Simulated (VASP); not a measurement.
Energy against volume of Sc (hcp). Method: r2SCAN meta-GGA, VASP's PBE PAW potentials (set 64) (plane waves; VASP 6.6.1). Run with 520 eV cut-off, 13×13×7 Γ-centred mesh, first-order Methfessel-Paxton smearing of 0.10 eV, potentials Sc_sv.

Shape and ions are relaxed at each volume.

```tsv
V (Å³/atom)	E (eV/atom)
24.210	-11.35092
24.959	-11.35541
25.707	-11.35214
26.456	-11.34201
```

Problem. Fit these four points and predict the energy of the run at 23.461 Å³/atom.

Solution. A cubic in V^(−2/3), the third-order Birch-Murnaghan form, passes through the four points with V0 = 25.00 Å³/atom and B0 = 55 GPa, and gives -11.3376 eV/atom there. The run gave -11.3377 eV/atom, -0.1 meV/atom from the fit; all five points give B0 = 55 GPa.

The compound is Sc in the hcp structure. It was relaxed first.
